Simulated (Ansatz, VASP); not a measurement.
**Zn2SbO3 in VASP and in Ansatz**

```
Zn Sb O
1.0
     3.41162    0.00000    0.00000
     0.00000    4.31632    0.00000
     0.00000    0.00000    6.34177
Zn Sb O
2 1 3
Direct
  0.50000 0.72084 0.50000
  0.50000 0.27916 0.50000
  0.00000 0.00000 0.50000
  0.00000 0.50000 0.68862
  0.00000 0.50000 0.31138
  0.50000 0.00000 0.50000
```

Alike in both runs: task single point; functional PBE; k mesh 6 × 4 × 4; occupations gaussian, width 0.1 eV; no spin polarisation.

```csv
,VASP,Ansatz
version,VASP 6.6.1,Ansatz 0.2.0
potentials or method,"VASP PAW PBE potentials, release 64 (Zn, Sb, O)","scalar-relativistic, plane waves, PAW"
plane-wave cutoff (eV),520,420
valence electrons in the cell,47,57
```

|  | VASP | Ansatz | Ansatz less VASP |
| --- | --- | --- | --- |
| gap on the k mesh at the Fermi level (eV) | none | none | - |
| rms of the force components (eV/Å) | 27.897 | 24.870 | -3.0270 |

Atom by atom the forces differ by 3.027 eV/Å (rms over components). A gap of «none» marks a metal or a gap that the smearing closes. The two sets of potentials don't hold the same shells in valence.

Caveats: the k mesh is coarse (spacing up to 0.36 Å⁻¹), so the values aren't converged; an odd number of electrons without spin polarisation forces a metal; a magnetic or distorted state may lie lower. The runs have no spin-orbit coupling, so splittings on Sb are missing.
